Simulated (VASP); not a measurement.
# Mg6TiSb (Amm2) in VASP: equation of state

Aim: energy against volume of Mg6TiSb in PBE, for its equilibrium volume and stiffness.

Everything below comes from runs of VASP 6.6.1. Logs are shortened: lines on timing, memory, paths and dates and some standing lists are left out, and cuts for length are marked.

## Step 1: Starting point

The structure is orthorhombic, space group Amm2 (No. 38). Conventional cell: a = 5.051 Å, b = 6.401 Å, c = 10.738 Å, α = 90.00°, β = 90.00°, γ = 90.00°. Sb (site symmetry mm2) is surrounded by 2 Ti at 3.04 Å and 10 Mg at 3.04 to 3.21 Å. Ti (site symmetry mm2) is surrounded by 2 Sb at 3.04 Å and 10 Mg at 3.10 to 3.20 Å. Around Mg (site symmetry mm2) lie 10 Mg at 3.11 to 3.13 Å and 2 Sb at 3.20 Å. Mg (site symmetry m) is surrounded by 2 Sb at 3.04 to 3.21 Å and 8 Mg at 3.08 to 3.23 Å and 2 Ti at 3.12 Å. Mg (site symmetry mm2) is surrounded by 10 Mg at 3.11 to 3.14 Å and 2 Ti at 3.20 Å. Mg (site symmetry m) has 8 Mg at 3.08 to 3.28 Å and 2 Ti at 3.10 to 3.15 Å and 2 Sb at 3.18 Å as nearest neighbours.

The cell comes from a database or a generator and needn't be the stable form of this composition.

## Step 2: Equation of state, PBE, 20.40 Å³/atom (volume scaled by 0.94)

Contents of INCAR:

```
SYSTEM = Mg6TiSb
PREC = Accurate
ENCUT = 520
EDIFF = 1E-7
ISMEAR = -1
SIGMA = 0.05
LREAL = .FALSE.
LASPH = .TRUE.
NELM = 80
ALGO = Normal
ISIF = 2
LWAVE = .FALSE.
LCHARG = .FALSE.
GGA = PE
NBANDS = 24
```

Contents of KPOINTS:

```
Automatic mesh
0
G
  5 5 5
  0 0 0
```

Contents of POSCAR:

```
Mg6TiSb
1.0
    4.9480432301      0.0000000000      0.0000000000
    0.0000000000      3.1350384845      5.2593483486
    0.0000000000     -3.1350384845      5.2593483486
Sb Ti Mg
1 1 6
Direct
    0.0000000000      0.3257160000      0.3257160000
    0.5000000000      0.1689090000      0.1689090000
    0.0000000000      0.8334250000      0.8334250000
    0.0000000000      0.3317970000      0.8365510000
    0.0000000000      0.8365510000      0.3317970000
    0.5000000000      0.6649700000      0.6649700000
    0.5000000000      0.1628120000      0.6758200000
    0.5000000000      0.6758200000      0.1628120000
```

Potentials or basis: VASP PAW PBE potentials, release 64 (Sb, Ti_sv, Mg).

The run is started by

```console
cat potpaw_PBE.64/Sb/POTCAR potpaw_PBE.64/Ti_sv/POTCAR potpaw_PBE.64/Mg/POTCAR > POTCAR
mpirun -np 1 vasp_std > vasp.out
```

OUTCAR:

```text
SYSTEM = Mg6TiSb
   PREC = Accurate
   ENCUT = 520
   EDIFF = 1E-7
   ISMEAR = -1
   LREAL = .FALSE.
   LASPH = .TRUE.
   NELM = 80
   ISIF = 2
   GGA = PE

 Found     27 irreducible k-points:

 Following reciprocal coordinates:
            Coordinates               Weight
  0.000000  0.000000  0.000000      1.000000
  0.200000  0.000000  0.000000      2.000000
  0.400000  0.000000  0.000000      2.000000
  0.000000  0.200000 -0.000000      4.000000
  0.200000  0.200000 -0.000000      8.000000
  0.400000  0.200000 -0.000000      8.000000
   k-points           NKPTS =     27   k-points in BZ     NKDIM =     27   number of bands    NBANDS=     24
   number of dos      NEDOS =    301   number of ions     NIONS =      8
   total plane-waves  NPLWV =  92160
   dimension x,y,z NGX =    40 NGY =   48 NGZ =   48
   dimension x,y,z NGXF=    80 NGYF=   96 NGZF=   96
   ions per type =               1   1   6
   NGX,Y,Z   is equivalent  to a cutoff of  13.44, 13.03, 13.03 a.u.
   NGXF,Y,Z  is equivalent  to a cutoff of  26.88, 26.07, 26.07 a.u.
 SYSTEM =  Mg6TiSb
   PREC   = accura    normal or accurate (medium, high low for compatibility)
   ISTART =      0    job   : 0-new  1-cont  2-samecut
   ICHARG =      2    charge: 1-file 2-atom 10-const
   ISPIN  =      1    spin polarized calculation?
   LNONCOLLINEAR =      F non collinear calculations
   LSORBIT =      F    spin-orbit coupling
   LASPH  =      T    aspherical Exc in radial PAW
   ENCUT  =  520.0 eV  38.22 Ry    6.18 a.u.   9.20 11.38 11.38*2*pi/ulx,y,z
   NELM   =     80;   NELMIN=  2; NELMDL= -5     # of ELM steps
   EDIFF  = 0.1E-06   stopping-criterion for ELM
   LREAL  =      F    real-space projection
   EDIFFG = 0.1E-05   stopping-criterion for IOM
   NSW    =      0    number of steps for IOM
   IBRION =     -1    ionic relax: 0-MD 1-quasi-New 2-CG
   NFREE  =      0    steps in history (QN), initial steepest desc. (CG)
   ISIF   =      2    stress and relaxation
   ISYM   =      2    0-nonsym 1-usesym 2-fastsym
   POTIM  = 0.5000    time-step for ionic-motion
   TEBEG  =    0.0;   TEEND  =   0.0 temperature during run
   PSTRESS=    0.0 pullay stress
   NELECT =      29.0000    total number of electrons
   NUPDOWN=      -1.0000    fix difference up-down
   EMIN   =  10.00;   EMAX   =-10.00  energy-range for DOS
   EFERMI =   0.00;   METHOD = LEGACY
   ISMEAR =    -1;   SIGMA  =   0.05  broadening in eV -4-tet -1-fermi 0-gaus
   EFERMI_NEDOS =   21; number of points for ismear=-14 and -15
   IALGO  =     38    algorithm
   IMIX   =      4    mixing-type and parameters
     AMIX     =   0.40;   BMIX     =  1.00
     AMIX_MAG =   1.60;   BMIX_MAG =  1.00
  volume/ion in A,a.u.               =      20.40       137.64
  Fermi-wavevector in a.u.,A,eV,Ry     =   0.920438  1.739376 11.526949  0.847207
  Thomas-Fermi vector in A             =   2.045744
   LORBIT       =      0    0 simple, 1 ext, 2 COOP (PROOUT), +10 PAW based schemes
   GGA     = PE    functional components
   LHFCALC =     F    Hartree Fock is set to
   AEXX    =    0.0000 exact exchange contribution
   IVDW    =     0    specifies the selected vdW correction
   LEPSILON=     F    determine dielectric tensor
   LRPA    =     F    only Hartree local field effects (RPA)
 non-spin polarized calculation
  energy-cutoff  :      520.00
  volume of cell :      163.17
 maximum number of plane-waves:      4419
 NGX is ok and might be reduce to    40
   NGX = 19   NGY = 23   NGZ = 23

 number of electron      28.9999998 magnetization

 Free energy of the ion-electron system (eV)
  ---------------------------------------------------
  ext. energy  EPLUGINS =         0.00000000
  ---------------------------------------------------
  free energy    TOTEN  =       -20.98747534 eV

  energy without entropy =      -20.93236663  energy(sigma->0) =      -20.95992098

 E-fermi :   4.7613     XC(G=0):  -9.4308

 val. band max:        4.7573834160   @ k =   0.0000   0.0000   0.0000
 cond. band min:       4.7727721144   @ k =   0.2000   0.0000   0.0000
 fundamental gap:      0.0153886984
 Fermi energy:         4.7613142716

 k-point     1 :       0.0000    0.0000    0.0000
  band No.  band energies     occupation
      1     -52.2829      2.00000
      2     -28.6304      2.00000
      3     -28.5246      2.00000
      4     -28.5038      2.00000
      5      -5.5352      2.00000
      6      -0.5442      2.00000
[... 16 lines left out ...]
     23       7.9006      0.00000
     24       8.1304      0.00000

 k-point     2 :       0.2000    0.0000    0.0000
  band No.  band energies     occupation
      1     -52.2829      2.00000
      2     -28.6310      2.00000
      3     -28.5246      2.00000
      4     -28.5038      2.00000
      5      -5.4199      2.00000
      6      -0.6932      2.00000
[... 16 lines left out ...]
     23       7.4587      0.00000
     24       7.5703      0.00000

 k-point     3 :       0.4000    0.0000    0.0000
  band No.  band energies     occupation
      1     -52.2829      2.00000
      2     -28.6319      2.00000
      3     -28.5245      2.00000
      4     -28.5038      2.00000
      5      -5.2035      2.00000
      6      -1.1928      2.00000
[... 16 lines left out ...]
     23       7.0743      0.00000
     24       8.8631      0.00000

 k-point     4 :       0.0000    0.2000   -0.0000
  band No.  band energies     occupation
      1     -52.2829      2.00000
      2     -28.6304      2.00000
      3     -28.5247      2.00000
      4     -28.5039      2.00000
      5      -5.4665      2.00000
      6      -1.0240      2.00000
[... 16 lines left out ...]
     23       7.8394      0.00000
     24       8.2168      0.00000

 k-point     5 :       0.2000    0.2000   -0.0000
  band No.  band energies     occupation
      1     -52.2829      2.00000
      2     -28.6310      2.00000
      3     -28.5246      2.00000
      4     -28.5038      2.00000
      5      -5.3565      2.00000
      6      -0.9319      2.00000
[... 16 lines left out ...]
     23       7.9112      0.00000
     24       8.0785      0.00000

 k-point     6 :       0.4000    0.2000   -0.0000
  band No.  band energies     occupation
      1     -52.2829      2.00000
      2     -28.6319      2.00000
      3     -28.5245      2.00000
      4     -28.5038      2.00000
      5      -5.1521      2.00000
      6      -1.0313      2.00000
[... 16 lines left out ...]
     23       7.7200      0.00000
     24       8.8675      0.00000

 [... further k-points ...]

------------------------ aborting loop because EDIFF is reached ----------------------------------------

  FORCE on cell =-STRESS in cart. coord.  units (eV):
  Direction    XX          YY          ZZ          XY          YZ          ZX
  --------------------------------------------------------------------------------------
  -------------------------------------------------------------------------------------
  Total        2.9921534      3.3664584      3.6651831      0.0000000      0.0000000      0.0000000
  in kB       29.3802946     33.0556374     35.9888497      0.0000000      0.0000000      0.0000000
  external PRESSURE =      32.8082606 kB  Pullay stress =       0.0000000 kB

 VOLUME and BASIS-vectors are now :
 -----------------------------------------------------------------------------
  energy-cutoff  :      520.00
  volume of cell :      163.17
      direct lattice vectors                 reciprocal lattice vectors
     4.948043230  0.000000000  0.000000000     0.202100094  0.000000000  0.000000000
     0.000000000  3.135038484  5.259348349     0.000000000  0.159487675  0.095068812
     0.000000000 -3.135038484  5.259348349     0.000000000 -0.159487675  0.095068812

 POSITION                                       TOTAL-FORCE (eV/Angst)
 -----------------------------------------------------------------------------------
      0.00000      0.00000      3.42611         0.000000      0.000000      0.055377
      2.47402      0.00000      1.77670         0.000000      0.000000      0.016778
      0.00000      0.00000      8.76654         0.000000      0.000000      0.011156
      0.00000     -1.58242      6.14475         0.000000      0.045698     -0.062399
      0.00000      1.58242      6.14475         0.000000     -0.045698     -0.062399
      2.47402      0.00000      6.99462         0.000000      0.000000     -0.019881
      2.47402     -1.60830      4.41066         0.000000     -0.065611      0.030683
      2.47402      1.60830      4.41066         0.000000      0.065611      0.030683
 -----------------------------------------------------------------------------------
    total drift:                                0.000000      0.000000      0.000369

  FREE ENERGIE OF THE ION-ELECTRON SYSTEM (eV)
  ---------------------------------------------------
  free  energy   TOTEN  =       -20.9874753352 eV

  energy  without entropy=      -20.9323666276  energy(sigma->0) =      -20.95992098
```

Run time: 78 s. Hardware: 1 thread of AMD EPYC 9R45 (Zen 5), shared host; peak memory 0.33 GiB.

What came out:

```yaml
Free_energy: -20.9875 eV
Pressure: 3.3 GPa
Largest_force: 0.077 eV/Å
Band_gap_on_the_k_mesh: none (metal or under the smearing width)
```

## Step 3: Equation of state, PBE, 20.83 Å³/atom (volume scaled by 0.96)

Contents of INCAR:

```
SYSTEM = Mg6TiSb
PREC = Accurate ; ENCUT = 520
EDIFF = 1E-7 ; ISMEAR = -1
SIGMA = 0.05 ; LREAL = .False.
LASPH = .True. ; NELM = 60
ALGO = Normal ; ISIF = 2
LWAVE = .False. ; LCHARG = .False.
GGA = PE ; NBANDS = 24
```

Contents of KPOINTS:

```
regular mesh
0
Gamma
  5 5 5
  0 0 0
```

Changes to POSCAR since step 2:

```diff
@@ -2,5 +2,5 @@
 1.0
-    4.9480432301      0.0000000000      0.0000000000
-    0.0000000000      3.1350384845      5.2593483486
-    0.0000000000     -3.1350384845      5.2593483486
+    4.9828897531      0.0000000000      0.0000000000
+    0.0000000000      3.1571169478      5.2963872333
+    0.0000000000     -3.1571169478      5.2963872333
 Sb Ti Mg
```

Potentials or basis: VASP PAW PBE potentials, release 64 (Sb, Ti_sv, Mg).

The run is started by

```console
cat potpaw_PBE.64/Sb/POTCAR potpaw_PBE.64/Ti_sv/POTCAR potpaw_PBE.64/Mg/POTCAR > POTCAR
mpirun -np 1 vasp_std > vasp.out
```

It took 80 s on 1 thread of AMD EPYC 9R45 (Zen 5), shared host; peak memory 0.33 GiB.

It converged, with:

```
Free energy            : -21.0451 eV
Pressure               : 2.0 GPa
Largest force          : 0.074 eV/Å
Band gap on the k mesh : none (metal or under the smearing width)
```

(Continued in part 2 of 2.)
